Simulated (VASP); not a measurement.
These are r2SCAN meta-GGA, VASP's PBE PAW potentials (set 64) (plane waves; VASP) values and carry that method's errors.

VASP ran on this input.

File POSCAR:
```
InBi
1.0
  4.1479680000   0.0000000000   0.0000000000
 -2.0739840000   3.5922460000   0.0000000000
  0.0000000000   0.0000000000   4.0482120000
In Bi
1 1
direct
  0.0000000000   0.0000000000   0.0000000000
  0.6666670000   0.3333330000   0.5000000000
```

**INCAR**
```
SYSTEM=InBi
PREC=Accurate; ENCUT=400; LREAL=.FALSE.
LASPH=.TRUE.
EDIFF=1E-6; NELM=100; ALGO=Normal
LMAXMIX=4; LMIXTAU=.TRUE.
ISMEAR=1; SIGMA=0.1
METAGGA=R2SCAN
IBRION=2; NSW=60; ISIF=3
EDIFFG=-0.01
LWAVE=.FALSE.; LCHARG=.FALSE.
```

KPOINTS:
```
Automatic
0
Gamma
  9 9 8
0 0 0
```

POTCAR, in this order: In_d Bi_d (PBE.64 set). Program: vasp_std.

The resulting files:

OSZICAR:
```
       N       E                     dE             d eps       ncg     rms          rms(c)
DAV:   1     0.152802813204E+03    0.15280E+03   -0.13247E+04  2170   0.172E+03
DAV:   2    -0.695387313074E+02   -0.22234E+03   -0.21999E+03  2174   0.407E+02
DAV:   3    -0.862282530110E+02   -0.16690E+02   -0.16585E+02  2596   0.139E+02
DAV:   4    -0.867871590263E+02   -0.55891E+00   -0.55839E+00  2562   0.276E+01
DAV:   5    -0.868210899701E+02   -0.33931E-01   -0.33929E-01  3204   0.552E+00    0.382E+00
DAV:   6    -0.814636062370E+02    0.53575E+01   -0.26600E+00  2334   0.322E+01    0.180E+00
DAV:   7    -0.806284121433E+02    0.83519E+00   -0.37297E-01  2248   0.830E+00    0.911E-01
DAV:   8    -0.808434271548E+02   -0.21502E+00   -0.28333E-01  2166   0.404E+00    0.729E-01
DAV:   9    -0.808533338555E+02   -0.99067E-02   -0.17126E-02  2276   0.130E+00    0.539E-01
DAV:  10    -0.808599925121E+02   -0.66587E-02   -0.12067E-02  2238   0.771E-01    0.314E-01
DAV:  11    -0.808787111501E+02   -0.18719E-01   -0.11053E-02  2172   0.843E-01    0.514E-02
DAV:  12    -0.808793744959E+02   -0.66335E-03   -0.16883E-03  2340   0.360E-01    0.989E-02
DAV:  13    -0.808794131409E+02   -0.38645E-04   -0.10098E-04  3204   0.785E-02    0.119E-01
DAV:  14    -0.808793748314E+02    0.38310E-04   -0.65860E-05  2180   0.906E-02    0.129E-01
DAV:  15    -0.808787487990E+02    0.62603E-03   -0.27161E-04  2180   0.194E-01    0.205E-01
DAV:  16    -0.808796329502E+02   -0.88415E-03   -0.27917E-04  2168   0.217E-01    0.132E-01
DAV:  17    -0.808795301683E+02    0.10278E-03   -0.18226E-05  2172   0.531E-02    0.722E-02
DAV:  18    -0.808795749621E+02   -0.44794E-04   -0.34880E-06  1772   0.277E-02    0.337E-02
DAV:  19    -0.808795480478E+02    0.26914E-04   -0.16868E-06  1708   0.136E-02    0.105E-02
DAV:  20    -0.808795805054E+02   -0.32458E-04   -0.14409E-06  1692   0.136E-02    0.167E-03
DAV:  21    -0.808795811386E+02   -0.63314E-06   -0.18663E-07  1098   0.602E-03
   1 F= -.80879581E+02 E0= -.80879056E+02  d E =-.808796E+02
       N       E                     dE             d eps       ncg     rms          rms(c)
DAV:   1    -0.814636841632E+02   -0.58410E+00   -0.17325E+01  2370   0.793E+01    0.425E+00
DAV:   2    -0.809748997435E+02    0.48878E+00   -0.98316E-01  2402   0.185E+01    0.171E+00
DAV:   3    -0.808662624518E+02    0.10864E+00   -0.36673E-01  2824   0.103E+01    0.586E-01
DAV:   4    -0.808870448922E+02   -0.20782E-01   -0.34257E-02  2172   0.146E+00    0.448E-01
DAV:   5    -0.808804856502E+02    0.65592E-02   -0.75867E-03  2166   0.933E-01    0.154E-01
DAV:   6    -0.808848924498E+02   -0.44068E-02   -0.13752E-02  2186   0.128E+00    0.891E-02
DAV:   7    -0.808874858313E+02   -0.25934E-02   -0.91929E-04  2230   0.312E-01    0.668E-02
DAV:   8    -0.808870476521E+02    0.43818E-03   -0.33277E-04  2194   0.172E-01    0.208E-02
DAV:   9    -0.808878167835E+02   -0.76913E-03   -0.51163E-04  2172   0.266E-01    0.130E-02
DAV:  10    -0.808878261817E+02   -0.93982E-05   -0.11544E-05  2730   0.266E-02    0.301E-02
DAV:  11    -0.808878285148E+02   -0.23331E-05   -0.19673E-06  1714   0.167E-02    0.411E-02
DAV:  12    -0.808878289543E+02   -0.43952E-06   -0.23021E-07  1100   0.773E-03
   2 F= -.80887829E+02 E0= -.80887600E+02  d E =-.824782E-02
       N       E                     dE             d eps       ncg     rms          rms(c)
DAV:   1    -0.809285943212E+02   -0.40766E-01   -0.11150E+00  2376   0.188E+01    0.112E+00
DAV:   2    -0.808943632951E+02    0.34231E-01   -0.71665E-02  2420   0.504E+00    0.433E-01
DAV:   3    -0.808876820003E+02    0.66813E-02   -0.21867E-02  2836   0.252E+00    0.200E-01
DAV:   4    -0.808887929589E+02   -0.11110E-02   -0.28557E-03  2174   0.431E-01    0.127E-01
DAV:   5    -0.808882844713E+02    0.50849E-03   -0.85252E-04  2164   0.287E-01    0.345E-02
DAV:   6    -0.808888684091E+02   -0.58394E-03   -0.90389E-04  2180   0.319E-01    0.234E-02
DAV:   7    -0.808889635240E+02   -0.95115E-04   -0.42140E-05  2260   0.659E-02    0.154E-02
DAV:   8    -0.808889530527E+02    0.10471E-04   -0.17017E-05  1750   0.416E-02    0.426E-03
DAV:   9    -0.808889745721E+02   -0.21519E-04   -0.19131E-05  2168   0.564E-02    0.337E-03
DAV:  10    -0.808889767875E+02   -0.22154E-05   -0.41899E-07  1412   0.674E-03    0.404E-03
DAV:  11    -0.808889778842E+02   -0.10967E-05   -0.10927E-07  1086   0.339E-03    0.678E-03
DAV:  12    -0.808889790946E+02   -0.12104E-05   -0.52677E-07  1086   0.966E-03    0.733E-04
DAV:  13    -0.808889777783E+02    0.13163E-05   -0.14996E-07  1086   0.507E-03    0.117E-03
DAV:  14    -0.808889784497E+02   -0.67137E-06   -0.24050E-08  1086   0.174E-03
   3 F= -.80888978E+02 E0= -.80888671E+02  d E =-.939731E-02
```

### OUTCAR
```
------------------------ aborting loop because EDIFF is reached ----------------------------------------
  FORCE on cell =-STRESS in cart. coord.  units (eV):
  Direction    XX          YY          ZZ          XY          YZ          ZX
  --------------------------------------------------------------------------------------
  Total        0.0074718      0.0074718     -0.0161226      0.0000000      0.0000000      0.0000000
  in kB        0.1922485      0.1922485     -0.4148305      0.0000000      0.0000000      0.0000000
  external PRESSURE =      -0.0101112 kB  Pullay stress =       0.0000000 kB
  volume of cell :       62.27
      direct lattice vectors                 reciprocal lattice vectors
     4.190031883  0.000000000  0.000000000     0.238661668  0.137791365 -0.000000000
    -2.095015942  3.628674402  0.000000000    -0.000000000  0.275582731 -0.000000000
     0.000000000  0.000000000  4.095520120    -0.000000000 -0.000000000  0.244169231
 POSITION                                       TOTAL-FORCE (eV/Angst)
 -----------------------------------------------------------------------------------
      0.00000      0.00000      4.09552         0.000000     -0.000000     -0.000000
      2.09502      1.20956      2.04776        -0.000000      0.000000      0.000000
 -----------------------------------------------------------------------------------
    total drift:                               -0.002023      0.001167      0.000000
  FREE ENERGIE OF THE ION-ELECTRON SYSTEM (eV)
  ---------------------------------------------------
  free  energy   TOTEN  =       -80.8889784497 eV

  energy  without entropy=      -80.8880558967  energy(sigma->0) =      -80.88867093

 reached required accuracy - stopping structural energy minimisation
```
(Selected blocks of OUTCAR.)

CONTCAR:
```
InBi
   1.00000000000000
     4.1900318830352727    0.0000000000000000    0.0000000000000000
    -2.0950159415176364    3.6286744015705930    0.0000000000000000
     0.0000000000000000    0.0000000000000000    4.0955201199693843
  In              Bi
     1     1
Direct
     0.0000000000000000    0.0000000000000000    1.0000000000000000
     0.6666669999999968    0.3333330000000032    0.5000000000000000
```

Energy and stress use the plane-wave basis of the starting cell.

The structure was generated: InBi was put into the WC type (P-6m2), which need not be its known phase. This run relaxes it. Symmetry was kept, so distortions that lower it aren't found.
